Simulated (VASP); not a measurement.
# Gap, carriers and strain in BiP (F-43m), part 3 of 3

Wanted: where the band edges of BiP lie, how heavy the carriers are and how strain moves the gap. The cell is generated by rule, not measured, and may not be a known phase.

VASP 6.6.1, plane waves and PAW; the level of theory is named at each step.

Still holding for the runs below: The k-mesh is coarse for a metal.

So far. Step 3 (Bands on a dense mesh): At 18.2 GPa the cell is away from the equilibrium volume of this level: left free, it would expand. Step 5 (Orbitals for bands with HSE06): The run ends at a pressure of 16.40 GPa.

The structure was built from a prototype and need not be the compound's stable phase.

### 6. Bands with HSE06

This step: HSE06; plane waves and PAW (Bi_d, P); invented cell (VASP 6.6.1).

A quarter of screened exact exchange corrects much of the semilocal gap error; its cost forces a coarser mesh.

INCAR reads:

```
SYSTEM = BiP
PREC = Accurate
ENCUT = 400
EDIFF = 1E-06
NELM = 100
ISMEAR = 0
SIGMA = 0.02
LREAL = .FALSE.
ALGO = Normal
LHFCALC = .TRUE.
AEXX = 0.25
GGA = PE
HFSCREEN = 0.2
LASPH = .TRUE.
NBANDS = 16
PRECFOCK = Fast
LORBIT = 11
LWAVE = .FALSE.
LCHARG = .FALSE.
KPAR = 4
ISIF = 2
```

POSCAR reads:

```
BiP
1.0
    0.0000000000      2.9791300000      2.9791300000
    2.9791300000      0.0000000000      2.9791300000
    2.9791300000      2.9791300000      0.0000000000
Bi P
1 1
Direct
    0.0000000000      0.0000000000      0.0000000000
    0.2500000000      0.2500000000      0.2500000000
```

KPOINTS reads:

```
Automatic mesh
0
Gamma
4 4 4
0 0 0
```

KPOINTS_OPT reads:

```
Line mode
8
Line-mode
Reciprocal
  0.00000000   0.00000000   0.00000000 GAMMA
  0.50000000   0.00000000   0.50000000 X

  0.50000000   0.00000000   0.50000000 X
  0.50000000   0.25000000   0.75000000 W

  0.50000000   0.25000000   0.75000000 W
  0.37500000   0.37500000   0.75000000 K

  0.37500000   0.37500000   0.75000000 K
  0.00000000   0.00000000   0.00000000 GAMMA

  0.00000000   0.00000000   0.00000000 GAMMA
  0.50000000   0.50000000   0.50000000 L

  0.50000000   0.50000000   0.50000000 L
  0.62500000   0.25000000   0.62500000 U

  0.62500000   0.25000000   0.62500000 U
  0.50000000   0.25000000   0.75000000 W

  0.50000000   0.25000000   0.75000000 W
  0.50000000   0.50000000   0.50000000 L

  0.50000000   0.50000000   0.50000000 L
  0.37500000   0.37500000   0.75000000 K

  0.62500000   0.25000000   0.62500000 U
  0.50000000   0.00000000   0.50000000 X
```

The projector-augmented-wave data sets are Bi_d and P (PBE family, release 64).

The run starts from files that an earlier step left in the folder.

Command:

```bash
> mpirun -np 4 vasp_std
```

Log:

```text
[banner, memory and clock lines left out]
running    4 mpi-ranks, on    1 nodes
 distrk:  each k-point on    1 cores,    4 groups
 distr:  one band on    1 cores,    1 groups

 POSCAR found type information on POSCAR BiP
 POSCAR found :  2 types and       2 ions
 LDA part: xc-table for (Slater+PW92), standard interpolation
 found WAVECAR, reading the header
 POSCAR, INCAR and KPOINTS ok, starting setup
 FFT: planning ... GRIDC
 FFT: planning ... GRID_SOFT
 FFT: planning ... GRID
 reading WAVECAR
 the WAVECAR file was read successfully
 initial charge from wavefunction
 entering main loop
       N       E                     dE             d eps       ncg     rms          rms(c)
DAV:   1    -0.975263597442E+01   -0.97526E+01   -0.35061E-01   344   0.609E+00    0.108E+00
DAV:   2    -0.975607429811E+01   -0.34383E-02   -0.21891E-02   296   0.873E-01    0.682E-01
DAV:   3    -0.975631935025E+01   -0.24505E-03   -0.22566E-03   368   0.231E-01    0.357E-01
DAV:   4    -0.975636546737E+01   -0.46117E-04   -0.11492E-04   344   0.638E-02    0.188E-01
DAV:   5    -0.975637018210E+01   -0.47147E-05   -0.35695E-05   440   0.405E-02    0.105E-01
DAV:   6    -0.975637721829E+01   -0.70362E-05   -0.13243E-05   344   0.204E-02    0.594E-02
DAV:   7    -0.975638136202E+01   -0.41437E-05   -0.31124E-06   320   0.102E-02    0.333E-02
DAV:   8    -0.975638344657E+01   -0.20846E-05   -0.63844E-07   224   0.519E-03    0.195E-02
DAV:   9    -0.975638471328E+01   -0.12667E-05   -0.47406E-07   224   0.433E-03    0.106E-02
DAV:  10    -0.975638545651E+01   -0.74323E-06   -0.16551E-07   224   0.314E-03
   1 F= -.97563855E+01 E0= -.97558565E+01  d E =-.105786E-02
 Start KPOINTS_OPT (optional k-point list driver)
k-point batch [1-8\80]
       N       E                     dE             ncg
DAV:   1    -0.639018178199E+02   -0.23755E+04      264
DAV:   2    -0.138477863824E+04   -0.13209E+04      256
DAV:   3    -0.148087013638E+04   -0.96091E+02      328
DAV:   4    -0.148378950016E+04   -0.29194E+01      344
DAV:   5    -0.148387554229E+04   -0.86042E-01      400
DAV:   6    -0.148387819457E+04   -0.26523E-02      376
DAV:   7    -0.148387822938E+04   -0.34809E-04      392
DAV:   8    -0.148387822974E+04   -0.36173E-06      280
[...]
k-point batch [73-80\80]
       N       E                     dE             ncg
DAV:   1    -0.234451653119E+03   -0.52156E+04      256
DAV:   2    -0.145544296251E+04   -0.12210E+04      264
DAV:   3    -0.154058352617E+04   -0.85141E+02      336
DAV:   4    -0.154303037343E+04   -0.24468E+01      344
DAV:   5    -0.154311192856E+04   -0.81555E-01      408
DAV:   6    -0.154311580969E+04   -0.38811E-02      424
DAV:   7    -0.154311585785E+04   -0.48168E-04      392
DAV:   8    -0.154311585831E+04   -0.45470E-06      312
```

Elapsed: 6 min, on 4 MPI ranks of AMD EPYC 7R43, shared host; peak memory 0.94 GiB.

Parts of OUTCAR (step 6):

```text
   k-points           NKPTS =      8   k-points in BZ     NKDIM =     64   number of bands    NBANDS=     16

   NELECT =      20.0000    total number of electrons

  exchange ACFDT corr.  =         0.00000000  see jH, gK, PRB 81, 115126

 E-fermi :   6.7834

 k-point     1 :       0.0000    0.0000    0.0000
  band No.  band energies     occupation
    ...
      6      -9.6536      2.00000
      7       1.5082      2.00000
      8       4.1944      2.00000
      9       4.1944      2.00000
     10       4.1944      2.00000
     11       7.8194      0.00000
     12       7.8194      0.00000
     13       7.8194      0.00000
     14      11.6118      0.00000
     15      14.9399      0.00000
    ...

  Total        4.8890149      4.8890149      4.8890149      0.0000000      0.0000000      0.0000000
  in kB      148.1267814    148.1267814    148.1267814      0.0000000      0.0000000      0.0000000
  external PRESSURE =     148.1267814 kB  Pullay stress =       0.0000000 kB

 POSITION                                       TOTAL-FORCE (eV/Angst)
 -----------------------------------------------------------------------------------
      0.00000      0.00000      0.00000         0.000000      0.000000      0.000000
      1.48957      1.48957      1.48957        -0.000000     -0.000000     -0.000000
 -----------------------------------------------------------------------------------
    total drift:                               -0.000009     -0.000002     -0.000007

  FREE ENERGIE OF THE ION-ELECTRON SYSTEM (eV)
  ---------------------------------------------------
  free  energy   TOTEN  =        -9.7563854565 eV

  energy  without entropy=       -9.7553276010  energy(sigma->0) =       -9.75585653

[... 7 parts as in an earlier step ...]

[... 9 further parts left out ...]
```

The k-mesh is coarse for exact exchange; in a metal the Fermi energy and the levels can shift by several tenths of an eV on a finer one. The PAW data sets were made with PBE, which is usual practice but a small mismatch for other functionals.

Numbers from this step:

| Property | Result |
| --- | --- |
| SCF cycles | 10 |
| free energy (TOTEN) | -9.756 eV |
| energy at zero smearing | -9.756 eV |
| Fermi energy | 6.783 eV |
| pressure | 14.81 GPa |

The electronic bands at the labelled points (eV, zero at the Fermi level; # counts the bands kept, so #1 is VASP's band 7):

| point | #1 | #2 | #3 | #4 | #5 | #6 | #7 | #8 |
| --- | --- | --- | --- | --- | --- | --- | --- | --- |
| Γ | -5.28 | -2.59 | -2.59 | -2.59 | 1.04 | 1.04 | 1.04 | 4.83 |
| 0.43 of the way | -8.11 | -4.03 | -4.03 | -0.72 | -0.03 | 3.21 | 3.21 | 5.37 |
| X | -12.45 | -5.31 | -5.31 | -1.02 | -0.77 | 6.95 | 6.95 | 7.20 |
| 0.43 of the way | -12.43 | -5.60 | -5.56 | -0.38 | 0.02 | 5.67 | 5.68 | 7.75 |
| W | -12.38 | -5.98 | -5.87 | 0.93 | 2.59 | 2.63 | 4.03 | 7.98 |
| 0.43 of the way | -12.19 | -6.18 | -5.45 | 0.29 | 1.89 | 3.79 | 4.48 | 7.30 |
| K | -12.04 | -6.31 | -4.91 | -0.71 | 1.78 | 5.10 | 5.22 | 5.99 |
| 0.43 of the way | -9.60 | -5.45 | -3.59 | -0.93 | 2.38 | 2.54 | 3.12 | 6.37 |
| Γ | -5.28 | -2.59 | -2.59 | -2.59 | 1.04 | 1.04 | 1.04 | 4.83 |
| 0.57 of the way | -8.90 | -3.46 | -3.46 | -2.54 | 2.14 | 2.14 | 3.31 | 6.61 |
| L | -10.91 | -3.85 | -3.85 | -2.90 | 2.37 | 2.37 | 5.42 | 7.04 |
| 0.43 of the way | -11.07 | -5.49 | -4.20 | -1.17 | 2.11 | 3.17 | 4.97 | 7.22 |
| U | -12.04 | -6.31 | -4.91 | -0.71 | 1.78 | 5.10 | 5.22 | 5.99 |
| 0.57 of the way | -12.19 | -6.18 | -5.45 | 0.29 | 1.89 | 3.79 | 4.48 | 7.30 |
| W | -12.38 | -5.98 | -5.87 | 0.93 | 2.59 | 2.63 | 4.03 | 7.98 |
| 0.43 of the way | -11.38 | -6.07 | -4.77 | -0.17 | 2.01 | 3.50 | 5.05 | 6.07 |
| L | -10.91 | -3.85 | -3.85 | -2.90 | 2.37 | 2.37 | 5.42 | 7.04 |
| 0.43 of the way | -11.07 | -5.49 | -4.20 | -1.17 | 2.11 | 3.17 | 4.97 | 7.22 |
| K | -12.04 | -6.31 | -4.91 | -0.71 | 1.78 | 5.10 | 5.22 | 5.99 |
| jump to U | -12.04 | -6.31 | -4.91 | -0.71 | 1.78 | 5.10 | 5.22 | 5.99 |
| 0.57 of the way | -12.42 | -5.66 | -5.24 | -0.89 | -0.18 | 6.14 | 6.49 | 7.29 |
| X | -12.45 | -5.31 | -5.31 | -1.02 | -0.77 | 6.95 | 6.95 | 7.20 |

Of the projections kept (Bi, P), the largest for each band there; the rest of the weight can lie on other orbitals:

| point | #1 | #2 | #3 | #4 | #5 | #6 | #7 | #8 |
| --- | --- | --- | --- | --- | --- | --- | --- | --- |
| Γ | Bi 0.51 | P 0.58 | P 0.58 | P 0.58 | Bi 0.81 | Bi 0.81 | Bi 0.81 | Bi 0.77 |
| X | P 0.82 | Bi 0.53 | Bi 0.53 | P 0.56 | Bi 0.74 | Bi 0.58 | Bi 0.58 | P 0.82 |
| W | P 0.83 | Bi 0.59 | Bi 0.52 | P 0.70 | Bi 0.77 | P 0.67 | Bi 1.00 | P 0.59 |
| K | P 0.56 | Bi 0.56 | Bi 0.52 | Bi 0.53 | P 0.55 | Bi 0.71 | Bi 0.61 | P 0.54 |
| Γ | Bi 0.51 | P 0.58 | P 0.58 | P 0.58 | Bi 0.81 | Bi 0.81 | Bi 0.81 | Bi 0.77 |
| L | Bi 0.54 | P 0.51 | P 0.51 | Bi 0.54 | Bi 0.73 | Bi 0.73 | P 0.69 | P 0.69 |

The electronic bands as a text plot (rows in eV, shown from -8.0 to 4.8 only):

```
    4.6 |*   **        ** *       *    *     ** *  *       ***
    4.0 |            ***  *                  *  ***         *
    3.5 |            *     *          *          *   *     *
    3.0 |   *         *   *****            **      ** *   *
    2.4 |  *          *     ** *     * ***** **   ***  *** ***
    1.9 |            * ***    *      **     *  ***   **   *
    1.4 | *                    *** **                         *
    0.8 |**         ***         ***              ***
    0.3 |  *       **  *                            *
   -0.2 |   ****   *    *                       *              *
   -0.8 |   *** ***      *****               ***     *     ******
   -1.3 |  *   **             *             *         *   *
   -1.9 | *                    *           *
   -2.4 |*                      *******   *            * *
   -2.9 | *                   **** **  ***              *
   -3.5 |  *                ** *     ***
   -4.0 |   *              *            *****         *****
   -4.5 |    **           *   *           *  **      * * * ***
   -5.1 |*     ***      **        *        *   **   * *       ***
   -5.6 | *       ******    **     *        *    * * *    *    **
   -6.1 |            ***** *    **           ********      ****
   -6.7 |  *              *         *
   -7.2 |                      *
   -7.7 |                            *
         Γ       X    W  K        Γ      L     U  W     L   K|U X
```

### 7. Results

* gap, PBE: none
* gap with spin-orbit coupling: none
* gap, HSE06 without spin-orbit coupling: none

**Reading.** At this level the bands overlap or touch. Masses were not obtained, since there is no gap at this level. The strain response was not obtained, since there is no gap at this level.

[Lines on the potential files, build, host, timing and source positions are cut from VASP's logs without a mark.]

[Logs are printed without paths, hosts, clocks, repeated set-up lines and the standing remarks that a program may print on its own settings, such as how far it seeks lower states.]

[Hosts, paths, dates, database ids (printed as entryN), source tags and the programs' standing remarks are cut or masked in the printed files.]

[In band tables of VASP the shares of atoms and orbitals are scaled to a sum of 1 inside the atoms' spheres.]

[Gaps and slopes under strain along one axis are those of the sampled path and mesh points; where strain splits equal valleys, another of them can be the edge.]
